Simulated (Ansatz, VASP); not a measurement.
# WSe2 in two plane-wave programs, part 2 of 2

Wanted: the spread between two codes on one cell, functional and k mesh. Of the first pair: The structure shown is the start of the Ansatz relaxation below; VASP solves that cell, so the two are compared at the walk's first step.

VASP 6.6.1 and Ansatz 0.2.0.

So far. Step 4 (Comparison): The forces differ by 0.6 meV/Å r.m.s., which is 0.1 % of the r.m.s. force of 0.482 eV/Å (both taken over all components). With vacuum in the cell, a pressure given here is an average over mostly empty space and none of the material.

## Step 5: Ansatz: relaxation, PBEsol

Level of this step: Ansatz beside VASP: Kohn-Sham DFT, plane waves, PBEsol (Ansatz).

This run makes the geometry at which the two programs are then compared.

The structure compared here is the end of the Ansatz relaxation.

input.yaml reads:

```yaml
crystal:
  lattice:
    - [3.2880000014, 0.0, 0.0]
    - [-1.6440000007, 2.8474915288, 0.0]
    - [0.0, 0.0, 19.225]
  atoms:
    - { symbol: W, position: [0.0, 0.0, 0.5] }
    - { symbol: Se, position: [0.3333333333, 0.6666666667, 0.41612484] }
    - { symbol: Se, position: [0.3333333333, 0.6666666667, 0.58387516] }
  periodic: [true, true, false]
kpoints:
  mp_grid: { grid: [8, 8, 1] }
scf:
  occupations: { method: fermi_dirac, width: 0.05 }
hamiltonian:
  xc: pbesol
output:
  forces: true
  stress: true
relax:
  f_tol: 0.02
  max_steps: 50
  cell: {}
```

The run is started by

```
$ ansatz run input.yaml --threads 2 --pin off --max-ram 6144MiB --backend cpu --events-out ev --progress --plain --runs-dir out
```

Numbers of over 12 decimals in the logs are rounded to 6 here.

The log of the run:

```text
[...]
Crystal: 3 atoms, lattice volume = 283.217 Å³
Basis set: ecut = 420 eV, 5645 PW (Γ), exchange–correlation on 48×48×432 points (8 copies of the dense FFT grid, shifted against one another)
Bands: 28, of which v1, the nominal top of the filled ones, is band 23 counted from 1 (22 counted from 0)
Symmetry: 12 space group operations
[...]
0.000000       0.000000       0.000000
  P = ½ c Tr σ = -0.0161 N/m
--- Relaxed structure (4 steps of the walk, 3 accepted, 1 SCFs on fresh bases) ---
[...]
cell:  # Å, volume = 280.1731 Å³
    - [3.270282, 0.0, 0.0]
    - [-1.635141, 2.832147, 0.0]
    - [0.0, 0.0, 30.250000]
  atoms:
    - { symbol: W, position: [0.0, -2.878355989888597e-17, 0.317769] }
    - { symbol: Se, position: [0.333333, 0.666667, 0.262463] }
    - { symbol: Se, position: [0.333333, 0.666667, 0.373074] }
[key lines of the parts left out:]
SCF converged after 7 iterations
Free energy (F): -21106.725024 eV
Fermi energy:    -4.340852 eV
```

## Step 6: VASP: single point, PBEsol, relaxed cell, pair 2

The same cell, functional, mesh and smearing now go to VASP, with its own data sets.

INCAR reads:

```
SYSTEM = WSe2
PREC = Accurate
ENCUT = 520
EDIFF = 1E-06
NELM = 120
ISMEAR = -1
SIGMA = 0.05
LREAL = .FALSE.
ALGO = Normal
GGA = PS
NBANDS = 15
LASPH = .TRUE.
LORBIT = 11
LWAVE = .FALSE.
LCHARG = .FALSE.
ISIF = 2
LDIPOL = .TRUE.
IDIPOL = 3
DIPOL = 0.5 0.5 0.318
LVHAR = .TRUE.
GGA_COMPAT = .FALSE.
EFERMI = MIDGAP
NELMDL = -8
```

POSCAR reads:

```
WSe2
1.0
    3.2702820657      0.0000000000      0.0000000000
   -1.6351410329      2.8321473465      0.0000000000
    0.0000000000      0.0000000000     30.2499998040
W Se
1 2
Direct
    0.0000000000      0.0000000000      0.3177685971
    0.3333333333      0.6666666667      0.2624627034
    0.3333333333      0.6666666667      0.3730744908
```

KPOINTS reads:

```
Automatic mesh
0
Gamma
8 8 1
0 0 0
```

Potentials, in the order of the species: W and Se (PBE family, release 64).

The run is started by

```
$ mpirun -np 1 vasp_std
```

The log of the run:

```text
[banner, memory and clock lines left out]
running    1 mpi-ranks, on    1 nodes
[...]
[... a notice as in an earlier step ...]

 LDA part: xc-table for (Slater+PW92), standard interpolation
 POSCAR, INCAR and KPOINTS ok, starting setup
[...]
entering main loop
       N       E                     dE             d eps       ncg     rms          rms(c)
DAV:   1     0.137164820570E+03    0.13716E+03   -0.56229E+03   300   0.840E+02
DAV:   2    -0.711210191658E+01   -0.14428E+03   -0.13297E+03   530   0.153E+02
DAV:   3    -0.240069538409E+02   -0.16895E+02   -0.16754E+02   433   0.680E+01
DAV:   4    -0.243331885839E+02   -0.32623E+00   -0.32480E+00   377   0.119E+01
[...]
DAV:  24    -0.233005458881E+02   -0.14623E-05   -0.29355E-08   311   0.852E-04    0.698E-04
DAV:  25    -0.233005477155E+02   -0.18274E-05   -0.35259E-08   283   0.715E-04    0.198E-04
DAV:  26    -0.233005481216E+02   -0.40611E-06   -0.81527E-09   304   0.368E-04
   1 F= -.23300548E+02 E0= -.23300548E+02  d E =-.206360E-08
```

OUTCAR, selected parts (step 6):

```text
  Total       -0.1105803     -0.1105803     -0.0878168      0.0000000     -0.0000000     -0.0000000
  in kB       -0.6323565     -0.6323565     -0.5021827      0.0000000     -0.0000000     -0.0000000
  external PRESSURE =      -0.5889652 kB  Pullay stress =       0.0000000 kB

 POSITION                                       TOTAL-FORCE (eV/Angst)
 -----------------------------------------------------------------------------------
      0.00000      0.00000      9.61250        -0.000000      0.000000      0.000000
     -0.00000      1.88810      7.93950         0.000000     -0.000000      0.023363
     -0.00000      1.88810     11.28550         0.000000     -0.000000     -0.023363
 -----------------------------------------------------------------------------------
    total drift:                                0.000000     -0.000000      0.000027

  FREE ENERGIE OF THE ION-ELECTRON SYSTEM (eV)
  ---------------------------------------------------
  free  energy   TOTEN  =       -23.3005481216 eV

  energy  without entropy=      -23.3005481195  energy(sigma->0) =      -23.30054812

[... 1 part as in an earlier step ...]

[... 2 further parts left out ...]
[key lines of the parts left out:]
E-fermi :  -2.1748
```

## Step 7: Comparison

What differs besides the data sets and the points named for the pairs above, as far as they apply: the data sets hold 46 valence electrons in Ansatz (on its default PAW (the set named soft_2) files) and 18 in VASP. Total energies have different zeros and are not compared.

The two programs side by side:

```csv
quantity,Ansatz,VASP,difference
gap on the k mesh (eV),1.952,1.946,+0.007
```

At this near-relaxed geometry the largest component of a force difference is 18 meV/Å. A gap on the mesh is an upper bound, since the band edges may lie between its points; neither run holds spin-orbit coupling, which can move the band edges of a compound of W. With vacuum in the cell, a pressure given here is an average over mostly empty space and none of the material.

## Step 8: Summary of results

- r.m.s. force difference (single point, PBEsol, start cell, pair 1): 0.12 % of the r.m.s. force
- difference in gap on the k mesh (single point, PBEsol, relaxed cell, pair 2): 0.0067 eV
- r.m.s. force difference (single point, PBEsol, relaxed cell, pair 2): 8.4 meV/Å

What this shows: The r.m.s. force difference is 8.4 meV/Å (single point, PBEsol, relaxed cell, pair 2), within the 12 meV/Å picked in this series as the mark of a large difference. The data sets hold unlike numbers of valence electrons (46 in Ansatz and 18 in VASP), so part of the differences comes from the potentials. How closely two codes agree says nothing of how well the functional describes the real material.

[Lines on the potential files, build, host, timing and source positions are cut from VASP's logs without a mark.]

[Logs are printed without paths, hosts, clocks, repeated set-up lines and the standing remarks that a program may print on its own settings, such as how far it seeks lower states.]

[Hosts, paths, dates, database ids (printed as entryN), source tags and the programs' standing remarks are cut or masked in the printed files.]
